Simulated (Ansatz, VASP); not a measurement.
# Ta2Sb: VASP beside Ansatz, part 2 of 2

One calculation is typed for both programs; each brings its own data sets. How far apart do they land? The cell is generated by rule, not measured, and may not be a known phase. The cell is taken from a series of runs on this material, whose earlier steps may have relaxed, scaled, displaced or heated it; both programs get it as it stands.

VASP 6.6.1 and Ansatz 0.2.0.

So far: The starting structure; Ansatz: zone-centre phonons, PBEsol.

## 3. VASP: zone-centre phonons, PBEsol

Level of this step: PBEsol; plane waves and PAW (Ta_pv, Sb); invented cell (VASP).

The same cell, functional, mesh and smearing now go to VASP, with its own data sets.

Lines of VASP's logs that name or quote its potential files are left out, and so is its time.

Contents of INCAR:

```
SYSTEM = Ta2Sb
PREC = Accurate
ENCUT = 500
EDIFF = 1E-08
NELM = 120
ISMEAR = 1
SIGMA = 0.2
LREAL = .FALSE.
ALGO = Normal
GGA = PS
NBANDS = 19
LASPH = .TRUE.
LORBIT = 11
LWAVE = .FALSE.
LCHARG = .FALSE.
ISIF = 2
IBRION = 8
GGA_COMPAT = .FALSE.
KPAR = 2
```

Contents of POSCAR:

```
Ta2Sb
1.0
    3.3175238347      0.0000029122      0.0000000000
   -1.6587644394      2.8730584624      0.0000000000
    0.0000000000      0.0000000000      6.2806094502
Ta Sb
2 1
Direct
    0.6666666667      0.3333333333      0.6543609232
    0.3333333333      0.6666666667      0.3456390768
    0.0000000000      0.0000000000      0.0000000000
```

Contents of KPOINTS:

```
Automatic mesh
0
Gamma
15 15 8
0 0 0
```

PAW data sets: Ta_pv and Sb (PBE family, release 64).

Command:

```
> mpirun -np 2 vasp_std
```

Numbers of over 12 decimals in the logs are rounded to 6 here.

Output:

```text
[banner, memory and clock lines left out]
running    2 mpi-ranks, on    1 nodes
 distrk:  each k-point on    1 cores,    2 groups
 distr:  one band on    1 cores,    1 groups

 POSCAR found type information on POSCAR TaSb
 POSCAR found :  2 types and       3 ions
|                                                                             |
|               ----> ADVICE to this user running VASP <----                  |
|                                                                             |
|     You enforced a specific xc type in the INCAR file but a different       |
|     [... a line on the potential file left out ...]
|     I HOPE YOU KNOW WHAT YOU ARE DOING!                                     |
|                                                                             |

 LDA part: xc-table for (Slater+PW92), standard interpolation
 POSCAR, INCAR and KPOINTS ok, starting setup
 FFT: planning ... GRIDC
 FFT: planning ... GRID_SOFT
 FFT: planning ... GRID
 WAVECAR not read
 entering main loop
       N       E                     dE             d eps       ncg     rms          rms(c)
DAV:   1     0.201320515823E+03    0.20132E+03   -0.13715E+04  7400   0.128E+03
DAV:   2    -0.227118761516E+02   -0.22403E+03   -0.22055E+03  8684   0.362E+02
DAV:   3    -0.300188089387E+02   -0.73069E+01   -0.70393E+01  9301   0.588E+01
DAV:   4    -0.301603826201E+02   -0.14157E+00   -0.14024E+00  8853   0.774E+00
DAV:   5    -0.301628366744E+02   -0.24541E-02   -0.24526E-02  9064   0.108E+00    0.183E+01
DAV:   6    -0.291786914567E+02    0.98415E+00   -0.19118E+00  7627   0.945E+00    0.897E+00
DAV:   7    -0.289522189445E+02    0.22647E+00   -0.97066E-01  9347   0.698E+00    0.905E-01
DAV:   8    -0.289405420106E+02    0.11677E-01   -0.54578E-02  8670   0.128E+00    0.490E-01
DAV:   9    -0.289379585828E+02    0.25834E-02   -0.14739E-02  8483   0.946E-01    0.139E-01
DAV:  10    -0.289378499759E+02    0.10861E-03   -0.11776E-03  8448   0.312E-01    0.733E-02
DAV:  11    -0.289378497707E+02    0.20519E-06   -0.95647E-05  9394   0.835E-02    0.210E-02
DAV:  12    -0.289378415970E+02    0.81737E-05   -0.34626E-05  9049   0.462E-02    0.630E-03
DAV:  13    -0.289378412812E+02    0.31580E-06   -0.20691E-06  8263   0.133E-02    0.105E-03
DAV:  14    -0.289378412424E+02    0.38751E-07   -0.98273E-08  9655   0.248E-03    0.968E-04
DAV:  15    -0.289378411845E+02    0.57929E-07   -0.10386E-08  4802   0.100E-03    0.363E-04
DAV:  16    -0.289378411930E+02   -0.85120E-08   -0.10023E-08  4395   0.744E-04
   1 F= -.28937841E+02 E0= -.28937409E+02  d E =-.129688E-02
 Linear response reoptimize wavefunctions to high precision
DAV:   1    -0.289378411916E+02    0.13488E-08   -0.98553E-10  4927   0.252E-04
DAV:   2    -0.289378411917E+02   -0.17280E-10   -0.18293E-10  4236   0.103E-04
 Linear response DOF=           4
 Linear response progress:
  Degree of freedom:   1/  4
       N       E                     dE             d eps       ncg     rms          rms(c)
RMM:   1    -0.138689888604E+00   -0.13869E+00    0.12875E+01 34508   0.264E+01
RMM:   2    -0.171627119420E+00   -0.32937E-01   -0.42425E-02 52859   0.165E+00    0.129E-01
RMM:   3    -0.171051640154E+00    0.57548E-03   -0.55700E-03 60360   0.381E-01    0.707E-02
RMM:   4    -0.170536278618E+00    0.51536E-03   -0.64690E-04 70234   0.153E-01    0.313E-02
RMM:   5    -0.170403301004E+00    0.13298E-03   -0.45847E-05 67044   0.346E-02    0.106E-02
RMM:   6    -0.170350955592E+00    0.52345E-04   -0.73823E-05 69222   0.146E-02    0.215E-03
RMM:   7    -0.170346759816E+00    0.41958E-05   -0.67023E-05 70409   0.523E-03    0.394E-04
RMM:   8    -0.170346954104E+00   -0.19429E-06   -0.47884E-05 74145   0.254E-03    0.342E-04
RMM:   9    -0.170347580162E+00   -0.62606E-06   -0.30278E-05 77269   0.125E-03    0.231E-04
RMM:  10    -0.170349044310E+00   -0.14641E-05   -0.19075E-05 64357   0.758E-04    0.398E-05
RMM:  11    -0.170349137664E+00   -0.93354E-07   -0.12063E-05 74050   0.476E-04    0.321E-05
RMM:  12    -0.170349289115E+00   -0.15145E-06   -0.73989E-06 74243   0.319E-04    0.196E-05
RMM:  13    -0.170349396841E+00   -0.10773E-06   -0.47067E-06 73986   0.223E-04    0.849E-06
RMM:  14    -0.170349479486E+00   -0.82646E-07   -0.29964E-06 66583   0.168E-04    0.171E-06
RMM:  15    -0.170349502370E+00   -0.22883E-07   -0.19513E-06 78824   0.131E-04    0.113E-06
RMM:  16    -0.170349526391E+00   -0.24021E-07   -0.12841E-06 71201   0.108E-04    0.506E-07
RMM:  17    -0.170349517749E+00    0.86419E-08   -0.85669E-07 57786   0.911E-05    0.161E-06
RMM:  18    -0.170349516827E+00    0.92216E-09   -0.58706E-07 44041   0.805E-05    0.238E-06
RMM:  19    -0.170349520239E+00   -0.34119E-08   -0.40291E-07 42000   0.736E-05    0.253E-06
RMM:  20    -0.170349520569E+00   -0.32993E-09   -0.28100E-07 40804   0.688E-05    0.282E-06
RMM:  21    -0.170349521481E+00   -0.91275E-09   -0.19572E-07 41275   0.657E-05    0.294E-06
RMM:  22    -0.170349522220E+00   -0.73817E-09   -0.14203E-07 40194   0.635E-05    0.305E-06
RMM:  23    -0.170349522203E+00    0.17146E-10   -0.10474E-07 38900   0.620E-05    0.316E-06
 first order change of Fermi-energy  -0.15268E-04
 force on displaced ion       1 direction 1 :  -2.448   0.007  -0.000
 Linear response progress:
  Degree of freedom:   2/  4
       N       E                     dE             d eps       ncg     rms          rms(c)
RMM:   1    -0.173980549026E+00   -0.17398E+00    0.14145E+01  7320   0.277E+01
RMM:   2    -0.212651195966E+00   -0.38671E-01   -0.43587E-02 11259   0.167E+00    0.243E-01
RMM:   3    -0.212065535560E+00    0.58566E-03   -0.82252E-03 13128   0.463E-01    0.194E-01
RMM:   4    -0.211193285105E+00    0.87225E-03   -0.21261E-03 13274   0.236E-01    0.110E-01
RMM:   5    -0.210883724354E+00    0.30956E-03   -0.23852E-04 14373   0.995E-02    0.523E-02
RMM:   6    -0.210745339653E+00    0.13838E-03   -0.34500E-05 13309   0.345E-02    0.120E-02
RMM:   7    -0.210704528926E+00    0.40811E-04   -0.72912E-06 14949   0.130E-02    0.365E-03
RMM:   8    -0.210696595376E+00    0.79335E-05   -0.21555E-06 13941   0.439E-03    0.111E-03
RMM:   9    -0.210691365315E+00    0.52301E-05   -0.81023E-07 14345   0.216E-03    0.415E-04
RMM:  10    -0.210691599736E+00   -0.23442E-06   -0.40110E-07 14085   0.110E-03    0.123E-04
RMM:  11    -0.210692111487E+00   -0.51175E-06   -0.19570E-07 15195   0.557E-04    0.390E-05
RMM:  12    -0.210692458710E+00   -0.34722E-06   -0.74019E-08 14257   0.312E-04    0.164E-05
RMM:  13    -0.210692566737E+00   -0.10803E-06   -0.44496E-08 14426   0.212E-04    0.613E-06
RMM:  14    -0.210692590704E+00   -0.23967E-07   -0.33417E-08 15435   0.150E-04    0.280E-06
RMM:  15    -0.210692597588E+00   -0.68845E-08   -0.11122E-08 15681   0.114E-04    0.218E-06
 first order change of Fermi-energy   0.77478E+00
 force on displaced ion       1 direction 3 :  -0.000   0.000 -16.493
 Linear response progress:
  Degree of freedom:   3/  4
       N       E                     dE             d eps       ncg     rms          rms(c)
RMM:   1    -0.210330854817E-01   -0.21033E-01   -0.26837E-02 33059   0.107E+00
RMM:   2    -0.191043693548E-01    0.19287E-02   -0.33091E-03 33072   0.241E-01    0.533E-02
RMM:   3    -0.191436126628E-01   -0.39243E-04   -0.21606E-04 32394   0.595E-02    0.309E-02
RMM:   4    -0.192238665311E-01   -0.80254E-04   -0.43739E-05 31828   0.327E-02    0.661E-03
RMM:   5    -0.192159375290E-01    0.79290E-05   -0.36418E-06 31998   0.785E-03    0.308E-03
RMM:   6    -0.192165276599E-01   -0.59013E-06   -0.34698E-07 35479   0.259E-03    0.658E-04
RMM:   7    -0.192162180643E-01    0.30960E-06   -0.29393E-08 32434   0.804E-04    0.291E-04
RMM:   8    -0.192161452726E-01    0.72792E-07   -0.67734E-09 37007   0.257E-04    0.648E-05
RMM:   9    -0.192162324897E-01   -0.87217E-07    0.17765E-10 33154   0.868E-05    0.371E-05
RMM:  10    -0.192163049759E-01   -0.72486E-07   -0.67852E-10 36187   0.518E-05    0.162E-05
RMM:  11    -0.192163107724E-01   -0.57964E-08    0.24415E-10 36309   0.206E-05    0.295E-06
 first order change of Fermi-energy   0.16476E-03
 force on displaced ion       3 direction 1 :  -4.349  -0.000   0.000
 Linear response progress:
  Degree of freedom:   4/  4
       N       E                     dE             d eps       ncg     rms          rms(c)
RMM:   1    -0.447315674466E-01   -0.44732E-01    0.78926E-02 16558   0.155E+00
RMM:   2    -0.434425489138E-01    0.12890E-02   -0.50866E-03 12175   0.363E-01    0.249E-01
RMM:   3    -0.440451742948E-01   -0.60263E-03   -0.10289E-02 13668   0.387E-01    0.250E-01
RMM:   4    -0.424893997542E-01    0.15558E-02   -0.30498E-03 12030   0.210E-01    0.109E-01
RMM:   5    -0.426376653589E-01   -0.14827E-03   -0.26851E-04 12059   0.840E-02    0.129E-02
RMM:   6    -0.426191461719E-01    0.18519E-04   -0.18906E-05 12109   0.251E-02    0.457E-03
RMM:   7    -0.426155269894E-01    0.36192E-05   -0.38201E-06 13462   0.104E-02    0.144E-03
RMM:   8    -0.426160966833E-01   -0.56969E-06   -0.51866E-07 13344   0.299E-03    0.654E-04
RMM:   9    -0.426164722677E-01   -0.37558E-06   -0.96372E-08 14175   0.110E-03    0.157E-04
RMM:  10    -0.426165674876E-01   -0.95220E-07   -0.18817E-08 13197   0.383E-04    0.690E-05
RMM:  11    -0.426166730007E-01   -0.10551E-06    0.39586E-09 14030   0.148E-04    0.134E-05
RMM:  12    -0.426166707153E-01    0.22855E-08    0.13258E-08 14246   0.493E-05    0.669E-06
 first order change of Fermi-energy   0.25771E-03
 force on displaced ion       3 direction 3 :  -0.000   0.000 -10.402
 Linear response finished
```

Parts of OUTCAR (step 3):

```text
ion  position               nearest neighbor table
   1  0.667  0.333  0.654-   2 2.73   2 2.73   2 2.73   3 2.90   3 2.90   3 2.90
   2  0.333  0.667  0.346-   1 2.73   1 2.73   1 2.73   3 2.90   3 2.90   3 2.90
   3  0.000  0.000  0.000-   1 2.90   2 2.90   2 2.90   1 2.90   1 2.90   2 2.90

  LATTYP: Found a hexagonal cell.
 ALAT       =     3.3175238347
 C/A-ratio  =     1.8931618168

 Subroutine GETGRP returns: Found 12 space group operations
 (whereof 12 operations were pure point group operations)

The static configuration has the point symmetry D_3d.

 Found    192 irreducible k-points:

   k-points           NKPTS =    192   k-points in BZ     NKDIM =    192   number of bands    NBANDS=     19

   dimension x,y,z NGX =    24 NGY =   24 NGZ =   48
   dimension x,y,z NGXF=    48 NGYF=   48 NGZF=   96

   ENCUT  =  500.0 eV  36.75 Ry    6.06 a.u.   6.05  6.05 11.45*2*pi/ulx,y,z

   NELECT =      27.0000    total number of electrons

 k-points in reciprocal lattice and weights: Automatic mesh
   0.00000000  0.00000000  0.00000000       0.001
   0.06666667  0.00000000  0.00000000       0.003
   0.13333333 -0.00000000  0.00000000       0.003
   0.20000000 -0.00000000  0.00000000       0.003
   0.26666667 -0.00000000  0.00000000       0.003
   0.33333333  0.00000000  0.00000000       0.003
   0.40000000  0.00000000  0.00000000       0.003
   0.46666667  0.00000000  0.00000000       0.003
   0.06666667  0.06666667  0.00000000       0.003
[...]
0.33333333  0.26666667  0.50000000       0.007
   0.33333333  0.33333333  0.50000000       0.001

 average (electrostatic) potential at core
       1 -34.7472       2 -34.7472       3 -84.9199

  Total        0.0681312      0.0681312      0.1113191     -0.0000000      0.0000000     -0.0000000
  in kB        1.8234596      1.8234596      2.9793389     -0.0000000      0.0000000     -0.0000000
  external PRESSURE =       2.2087527 kB  Pullay stress =       0.0000000 kB

  energy-cutoff  :      500.00
  volume of cell :       59.86
      direct lattice vectors                 reciprocal lattice vectors
     3.317523835  0.000002912  0.000000000     0.301429483  0.174030746  0.000000000
    -1.658764439  2.873058462  0.000000000    -0.000000306  0.348060962  0.000000000
     0.000000000  0.000000000  6.280609450     0.000000000  0.000000000  0.159220217

 POSITION                                       TOTAL-FORCE (eV/Angst)
 -----------------------------------------------------------------------------------
      1.65876      0.95769      4.10979        -0.000000      0.000000     -0.037446
     -0.00000      1.91537      2.17082        -0.000000     -0.000000      0.037446
      0.00000      0.00000      0.00000         0.000000      0.000000      0.000000
 -----------------------------------------------------------------------------------
    total drift:                                0.000000     -0.000000     -0.000000

 Eigenvectors and eigenvalues of the dynamical matrix
 ----------------------------------------------------

   1 f  =    6.125200 THz    38.485766 2PiTHz  204.314675 cm-1    25.331780 meV
             X         Y         Z           dx          dy          dz
      1.658761  0.957688  4.109785     0.000000   -0.000000   -0.707107
     -0.000002  1.915373  2.170824     0.000000   -0.000000    0.707107
      0.000000  0.000000  0.000000     0.000000    0.000000    0.000000

   2 f  =    5.283630 THz    33.198025 2PiTHz  176.242916 cm-1    21.851327 meV
             X         Y         Z           dx          dy          dz
      1.658761  0.957688  4.109785     0.000000    0.000000   -0.354995
     -0.000002  1.915373  2.170824    -0.000000    0.000000   -0.354995
      0.000000  0.000000  0.000000     0.000000    0.000000    0.864846

   3 f  =    3.413616 THz    21.448383 2PiTHz  113.865982 cm-1    14.117576 meV
             X         Y         Z           dx          dy          dz
      1.658761  0.957688  4.109785     0.326330   -0.137442    0.000000
     -0.000002  1.915373  2.170824     0.326330   -0.137442    0.000000
      0.000000  0.000000  0.000000    -0.797719    0.335979    0.000000

   4 f  =    3.413616 THz    21.448383 2PiTHz  113.865982 cm-1    14.117576 meV
             X         Y         Z           dx          dy          dz
      1.658761  0.957688  4.109785     0.137442    0.326330   -0.000000
     -0.000002  1.915373  2.170824     0.137442    0.326330   -0.000000
      0.000000  0.000000  0.000000    -0.335979   -0.797719    0.000000

   5 f  =    1.921031 THz    12.070197 2PiTHz   64.078712 cm-1     7.944744 meV
             X         Y         Z           dx          dy          dz
      1.658761  0.957688  4.109785    -0.651673    0.274450   -0.000000
     -0.000002  1.915373  2.170824     0.651673   -0.274450    0.000000
      0.000000  0.000000  0.000000    -0.000000   -0.000000    0.000000

   6 f  =    1.921031 THz    12.070197 2PiTHz   64.078712 cm-1     7.944744 meV
             X         Y         Z           dx          dy          dz
      1.658761  0.957688  4.109785     0.274450    0.651673   -0.000000
     -0.000002  1.915373  2.170824    -0.274450   -0.651673    0.000000
      0.000000  0.000000  0.000000    -0.000000    0.000000    0.000000

   7 f/i=    0.001878 THz     0.011797 2PiTHz    0.062631 cm-1     0.007765 meV
             X         Y         Z           dx          dy          dz
      1.658761  0.957688  4.109785    -0.000000   -0.000000    0.611538
     -0.000002  1.915373  2.170824     0.000000   -0.000000    0.611538
      0.000000  0.000000  0.000000    -0.000000    0.000000    0.502038

   8 f/i=    0.003820 THz     0.024000 2PiTHz    0.127413 cm-1     0.015797 meV
             X         Y         Z           dx          dy          dz
      1.658761  0.957688  4.109785    -0.022022   -0.611665   -0.000000
     -0.000002  1.915373  2.170824    -0.022022   -0.611665   -0.000000
      0.000000  0.000000  0.000000    -0.018018   -0.500438    0.000000

   9 f/i=    0.003820 THz     0.024000 2PiTHz    0.127413 cm-1     0.015797 meV
             X         Y         Z           dx          dy          dz
      1.658761  0.957688  4.109785    -0.611665    0.022022    0.000000
     -0.000002  1.915373  2.170824    -0.611665    0.022022   -0.000000
      0.000000  0.000000  0.000000    -0.500438    0.018018    0.000000

 ELASTIC MODULI CONTR FROM IONIC RELAXATION (kBar)
 Direction    XX          YY          ZZ          XY          YZ          ZX
 --------------------------------------------------------------------------------
 XX        -207.3393    200.0050    -43.3142      0.0000    125.6014     -0.0001
 YY         200.0050   -207.3393    -43.3142      0.0000   -125.6014      0.0001
 ZZ         -43.3142    -43.3142   -511.6075      0.0000     -0.0000      0.0000
 XY           0.0000      0.0000      0.0000   -203.6721      0.0003     32.3683
 YZ         125.6014   -125.6014     -0.0000      0.0003    -77.4564      0.0000
 ZX          -0.0001      0.0001      0.0000     32.3683      0.0000     -5.1441
 --------------------------------------------------------------------------------
```

## 4. Differences

Known differences besides the potentials themselves: the data sets hold 41 valence electrons in Ansatz (on its default PAW (the set named soft_2) files) and 27 in VASP; the cutoff is 420 eV in Ansatz and 500 eV in VASP; Ansatz makes its cores anew for this functional, VASP keeps those of its PBE data sets. Total energies have different zeros and are not compared.

Compared:

```csv
quantity,Ansatz,VASP,difference
optical mode 1 to 2 (cm⁻¹),62.3,64.1,-2.71 %
optical mode 3 to 4 (cm⁻¹),113.3,113.9,-0.49 %
optical mode 5 (cm⁻¹),175.7,176.2,-0.34 %
optical mode 6 (cm⁻¹),203.9,204.3,-0.19 %
```

Modes are paired by rising frequency, not by their patterns, so a pair may set unlike modes beside each other; they are those without the splitting of longitudinal modes.

## 5. Summary of results

```json
{
  "r.m.s. difference of the optical zone-centre modes, each program's sorted by frequency (zone-centre phonons, PBEsol)": "1.1 cm⁻¹",
  "difference in optical mode 1 to 2 (zone-centre phonons, PBEsol)": "-2.7 %"
}
```

In words: The r.m.s. difference of the optical zone-centre modes, each program's sorted by frequency is 1.1 cm⁻¹ (zone-centre phonons, PBEsol). The data sets hold unlike numbers of valence electrons (41 in Ansatz and 27 in VASP), so part of the differences comes from the potentials. Among the rows given in per cent, the largest difference of the zone-centre phonons, PBEsol pair is in optical mode 1 to 2, -2.7 %. Such differences can come from data sets, numerical settings and the points named under the comparisons, not from the functional's error against experiment.

[Lines on the potential files, build, host, timing and source positions are cut from VASP's logs without a mark.]

[Logs are printed without paths, hosts, clocks, repeated set-up lines and the standing remarks that a program may print on its own settings, such as how far it seeks lower states.]

[Hosts, paths, dates, database ids (printed as entryN), source tags and the programs' standing remarks are cut or masked in the printed files.]
